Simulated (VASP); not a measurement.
VASP input:

POSCAR:
```
PbSe
1.0
  0.0000000000   2.9481606403   2.9481606403
  2.9481606403   0.0000000000   2.9481606403
  2.9481606403   2.9481606403   0.0000000000
Pb Se
1 1
Cartesian
  0.0000000000   0.0000000000   0.0000000000
  2.9481606403   2.9481606403   2.9481606403
```

### KPOINTS
```
Regular mesh
0
G
  8 8 8
0 0 0
```

### INCAR
```
EDIFFG = -0.02   # ionic stop
IBRION = 2
PREC = Accurate
NELM = 100   # most electronic steps
LREAL = .False.   # projection in real space or not
SYSTEM = PbSe
LASPH = .True.
PSTRESS = 50   # kbar
LMAXMIX = 4   # l cut-off of mixed one-centre charges
ENCUT = 500   # plane-wave cut-off (eV)
ISMEAR = 0   # Gaussian
LCHARG = .False.
EDIFF = 1E-6   # SCF stop (eV)
NSW = 40   # most ionic steps
SIGMA = 0.05   # width (eV)
LWAVE = .False.
ISIF = 3   # ions, shape and volume
ALGO = Normal   # blocked Davidson
```

POTCAR, in this order: Pb_d Se (LDA.64 set). Program: vasp_std.

### Question
Translate this LDA calculation to Quantum ESPRESSO's pw.x.

### Answer
One equivalent input (not run):
```
&CONTROL
  calculation = 'vc-relax'
  pseudo_dir = './pseudo'
  outdir = './out'
  tprnfor = .true.
  tstress = .true.
  nstep = 40
  forc_conv_thr = 0.00078
/
&SYSTEM
  ibrav = 0
  nat = 2
  ntyp = 2
  ecutwfc = 86
  occupations = 'smearing'
  smearing = 'gaussian'
  degauss = 0.003675
  input_dft = 'pz'
/
&ELECTRONS
  conv_thr = 7.3e-08
  electron_maxstep = 100
/
&IONS
/
&CELL
  press = 50
/
ATOMIC_SPECIES
  Pb 207.200 Pb.upf
  Se 78.971 Se.upf
CELL_PARAMETERS angstrom
     0.0000000    2.9481606    2.9481606
     2.9481606    0.0000000    2.9481606
     2.9481606    2.9481606   -0.0000000
ATOMIC_POSITIONS crystal
  Pb   0.0000000  0.0000000  0.0000000
  Se   0.5000000  0.5000000  0.5000000
K_POINTS automatic
  8 8 8 0 0 0
```
The two are equivalent in intent, not identical: the potentials are each code's own (VASP's PAW set, PseudoDojo norm-conserving files in pw.x), so ENCUT and ecutwfc are chosen apart and not converted; conv_thr bounds pw.x's estimated SCF error, while EDIFF bounds the energy change between steps; forc_conv_thr acts on force components and is met together with etot_conv_thr.

The compound is PbSe in the rock salt structure. It was relaxed first under an external pressure of 5 GPa.
